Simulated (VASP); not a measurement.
Computed with HSE06 screened hybrid, VASP's PBE PAW potentials (set 64) (plane waves; VASP).

A VASP calculation is set up with these files.

### KPOINTS
```
Automatic mesh
0
Gamma
1 1 1
0 0 0
```

POSCAR:
```
Ga31MgAs32
1
   11.5222104212     0.0000000000     0.0000000000
    0.0000000000    11.5222104212     0.0000000000
    0.0000000000     0.0000000000    11.5222104212
Ga As Mg
31 32 1
Direct
  0.5000483272   0.0001651752   0.0002432741
  0.7496612138   0.2501292021   0.0001586555
  0.7496451664   0.9998747357   0.2504019319
  0.0000032373   0.9999593988   0.9999552054
  0.2505708290   0.2503921222   0.0003602704
  0.4999663518   0.4999119804   0.0001971534
  0.7496230187   0.7496554728   0.0000837485
  0.2505422923   0.0004185963   0.2505018835
  0.5027811333   0.2499378119   0.2499025646
  0.7507703461   0.4978649489   0.2494718841
  0.4999870350   0.0000982520   0.4999459146
  0.7506076515   0.2496199480   0.4975605384
  0.7496217732   0.0001371598   0.7495147403
  0.9999444929   0.4999652897   0.0003406472
  0.2502304420   0.7497852336   0.0001494447
  0.0002712540   0.2504375753   0.2504352228
  0.2497279124   0.5026544420   0.2496053122
  0.4977338774   0.7507191850   0.2494338111
  0.9998662440   0.9999272087   0.5000018890
  0.2494988089   0.2496152442   0.5026495570
  0.7502355580   0.7502543512   0.5026608251
  0.2503483071   0.9999167982   0.7496168828
  0.4976787854   0.2493608234   0.7508147876
  0.7508650382   0.5020892318   0.7509903726
  0.9999233980   0.7497173050   0.2504042574
  0.0000803659   0.4999574876   0.4999266424
  0.2494458791   0.7507772807   0.4975704750
  0.0000093195   0.2502083532   0.7496045261
  0.2487499723   0.4980334020   0.7512603402
  0.5022832573   0.7507175191   0.7508557000
  0.9999963376   0.7498023389   0.7495174498
  0.6250509529   0.1242003953   0.1244269043
  0.8758690677   0.3748034404   0.1242662045
  0.8759022173   0.1241530310   0.3748866256
  0.1251007879   0.1250951402   0.1251360766
  0.3751759163   0.3751211402   0.1257948099
  0.6248989117   0.6249313080   0.1255869618
  0.8748955452   0.8749285866   0.1251063827
  0.3752013488   0.1257957043   0.3752160296
  0.6290511346   0.3717253121   0.3715315635
  0.8745243835   0.6250134078   0.3752004071
  0.6248940127   0.1256048162   0.6248777208
  0.8746179478   0.3750301803   0.6249907129
  0.8748993926   0.1250395791   0.8749324360
  0.1240825397   0.6250989634   0.1242638555
  0.3748795294   0.8760605501   0.1242315977
  0.1256835576   0.3751577253   0.3751059759
  0.3711165017   0.6291740627   0.3711283225
  0.6249336298   0.8744473071   0.3751916181
  0.1240639319   0.1239945408   0.6251383464
  0.3704979756   0.3711242123   0.6298739659
  0.6289544614   0.6287974092   0.6296001495
  0.8757277638   0.8758768534   0.6250933875
  0.3748284682   0.1240143019   0.8760750353
  0.6249808958   0.3749473259   0.8747710968
  0.8760757134   0.6251798437   0.8760946039
  0.1241067108   0.8760860513   0.3749050535
  0.1254375895   0.6250516370   0.6248723690
  0.3750935706   0.8745389569   0.6249534631
  0.1238784217   0.3747169305   0.8763119179
  0.3749839773   0.6250305558   0.8748159462
  0.6251513189   0.8761232712   0.8760759761
  0.1250567160   0.8749397273   0.8749220922
  0.4995144824   0.5000008590   0.5007764839
```

INCAR:
```
NELMIN = 4
LWAVE = .False.
ALGO = Normal
AEXX = 0.25
ENCUT = 400
GGA = PE
PREC = Normal
LREAL = Auto   # projection in real space or not
LCHARG = .False.
NELECT = 254.0
LMAXMIX = 4   # l cut-off of mixed one-centre charges
ISYM = 0
SYSTEM = Ga31MgAs32
HFSCREEN = 0.2   # 1/Angstrom
NELM = 50
EDIFF = 1E-5   # SCF stop (eV)
SIGMA = 0.05   # width (eV)
PRECFOCK = Fast
LHFCALC = .True.
ISIF = 0
LASPH = .True.
ISMEAR = 0
```

POTCAR, in this order: Ga As Mg (PBE.64 set). Program: vasp_gam. Read from the step before: WAVECAR.

The resulting files:

OSZICAR:
```
       N       E                     dE             d eps       ncg     rms          rms(c)
DAV:   1    -0.311880471703E+03   -0.31188E+03   -0.21866E+01   320   0.125E+01    0.139E+01
DAV:   2    -0.312006165313E+03   -0.12569E+00   -0.55705E-01   352   0.114E+00    0.919E+00
DAV:   3    -0.311956101626E+03    0.50064E-01   -0.31193E-02   360   0.314E-01    0.539E+00
DAV:   4    -0.311939146030E+03    0.16956E-01   -0.13896E-02   368   0.199E-01    0.306E+00
DAV:   5    -0.311938353507E+03    0.79252E-03   -0.53272E-03   368   0.122E-01    0.175E+00
DAV:   6    -0.311944881748E+03   -0.65282E-02   -0.38537E-03   368   0.111E-01    0.103E+00
DAV:   7    -0.311949718548E+03   -0.48368E-02   -0.47338E-03   360   0.123E-01    0.620E-01
DAV:   8    -0.311948471387E+03    0.12472E-02   -0.40326E-03   360   0.112E-01    0.358E-01
DAV:   9    -0.311947065545E+03    0.14058E-02   -0.21501E-03   360   0.806E-02    0.200E-01
DAV:  10    -0.311946749094E+03    0.31645E-03   -0.13256E-03   360   0.489E-02    0.114E-01
DAV:  11    -0.311946845420E+03   -0.96326E-04   -0.12704E-03   352   0.277E-02    0.720E-02
DAV:  12    -0.311947083132E+03   -0.23771E-03   -0.16015E-03   344   0.179E-02    0.613E-02
DAV:  13    -0.311947405411E+03   -0.32228E-03   -0.21207E-03   336   0.157E-02    0.674E-02
DAV:  14    -0.311947816314E+03   -0.41090E-03   -0.27883E-03   328   0.177E-02    0.783E-02
DAV:  15    -0.311948332906E+03   -0.51659E-03   -0.35894E-03   360   0.209E-02    0.903E-02
DAV:  16    -0.311948971421E+03   -0.63851E-03   -0.45067E-03   352   0.241E-02    0.103E-01
DAV:  17    -0.311949741634E+03   -0.77021E-03   -0.55112E-03   360   0.275E-02    0.115E-01
DAV:  18    -0.311950640620E+03   -0.89899E-03   -0.65323E-03   360   0.311E-02    0.127E-01
DAV:  19    -0.311951645557E+03   -0.10049E-02   -0.74564E-03   352   0.348E-02    0.139E-01
DAV:  20    -0.311952709615E+03   -0.10641E-02   -0.81395E-03   368   0.385E-02    0.148E-01
DAV:  21    -0.311953763969E+03   -0.10544E-02   -0.84373E-03   360   0.419E-02    0.155E-01
DAV:  22    -0.311954729579E+03   -0.96561E-03   -0.82571E-03   368   0.446E-02    0.158E-01
DAV:  23    -0.311955536217E+03   -0.80664E-03   -0.75937E-03   360   0.464E-02    0.156E-01
DAV:  24    -0.311956140900E+03   -0.60468E-03   -0.65495E-03   352   0.468E-02    0.151E-01
DAV:  25    -0.311956537603E+03   -0.39670E-03   -0.52893E-03   352   0.458E-02    0.141E-01
DAV:  26    -0.311956752314E+03   -0.21471E-03   -0.39977E-03   352   0.433E-02    0.128E-01
DAV:  27    -0.311956830552E+03   -0.78238E-04   -0.28242E-03   352   0.396E-02    0.113E-01
DAV:  28    -0.311956822281E+03    0.82711E-05   -0.18590E-03   360   0.350E-02    0.959E-02
DAV:  29    -0.311956770830E+03    0.51451E-04   -0.11331E-03   352   0.299E-02    0.790E-02
DAV:  30    -0.311956707258E+03    0.63572E-04   -0.63242E-04   352   0.247E-02    0.627E-02
DAV:  31    -0.311956649968E+03    0.57290E-04   -0.31692E-04   352   0.197E-02    0.477E-02
DAV:  32    -0.311956607076E+03    0.42892E-04   -0.13802E-04   360   0.150E-02    0.345E-02
DAV:  33    -0.311956579603E+03    0.27473E-04   -0.47549E-05   232   0.110E-02    0.234E-02
DAV:  34    -0.311956565388E+03    0.14216E-04   -0.19166E-05   208   0.895E-03    0.141E-02
DAV:  35    -0.311956560849E+03    0.45384E-05   -0.10325E-05   208   0.578E-03
   1 F= -.31195656E+03 E0= -.31195293E+03  d E =-.725635E-02
```

### OUTCAR
```
------------------------ aborting loop because EDIFF is reached ----------------------------------------
  volume of cell :     1529.70
      direct lattice vectors                 reciprocal lattice vectors
    11.522210421  0.000000000  0.000000000     0.086788903  0.000000000  0.000000000
     0.000000000 11.522210421  0.000000000     0.000000000  0.086788903  0.000000000
     0.000000000  0.000000000 11.522210421     0.000000000  0.000000000  0.086788903
  FREE ENERGIE OF THE ION-ELECTRON SYSTEM (eV)
  ---------------------------------------------------
  free  energy   TOTEN  =      -311.9565608491 eV

  energy  without entropy=     -311.9493044984  energy(sigma->0) =     -311.95293267

  exchange ACFDT corr.  =         0.00000000  see jH, gK, PRB 81, 115126
```
(Selected blocks of OUTCAR.)

The cell is charged, with a uniform compensating background. The supercell is sampled at Γ alone, which is coarse: total energies, pressure and levels can be off, energies of defects by several tenths of an eV.

The cell is a supercell with a defect, built from GaAs (zinc blende): Mg_Ga, charge +1. The cell's shape comes from a PBE relaxation. The run is not spin-polarised, so no state with unpaired spins was tried.
